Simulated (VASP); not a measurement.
Here is the system:

```
CELL_PARAMETERS angstrom
      5.33132     0.00000     0.00000
      0.00000     3.92014     0.00000
      0.00000     0.00000     7.40875
ATOMIC_POSITIONS crystal
  Rh 0.52667 0.25000 0.79792
  Rh 0.02667 0.25000 0.70208
  Rh 0.47333 0.75000 0.20208
  Rh 0.97333 0.75000 0.29792
  Rh 0.16343 0.25000 0.06967
  Rh 0.66343 0.25000 0.43033
  Rh 0.83657 0.75000 0.93033
  Rh 0.33657 0.75000 0.56967
  Si 0.71545 0.25000 0.10431
  Si 0.21545 0.25000 0.39569
  Si 0.28455 0.75000 0.89569
  Si 0.78455 0.75000 0.60431
```

The numbers are results of PBEsol GGA, VASP's PBE PAW potentials (set 64) (plane waves; VASP), not measurements. Run with 400 eV cut-off, 7×9×5 Γ-centred mesh, tetrahedra with Blöchl corrections, potentials Rh_pv Si.

For a metal the tetrahedron method with Blöchl corrections gives inexact stress and forces.

**Question.** Predict the energy per atom (σ→0), largest force, band gap (on the k-mesh) with the smallest direct gap where there is one.

**Answer.** 
```json
{
 "band gap (on the k-mesh)": "none (metal, semimetal or under 0.01 eV)",
 "energy per atom (σ→0)": "-8.115 eV/atom",
 "largest_force": "0.00124 Ha/bohr"
}
```

Total energies compare only between runs with the same potentials, cut-off and functional.

The structure was generated: SiRh2 was put into the Co2Si type (Pnma), which need not be its known phase. It was relaxed first.
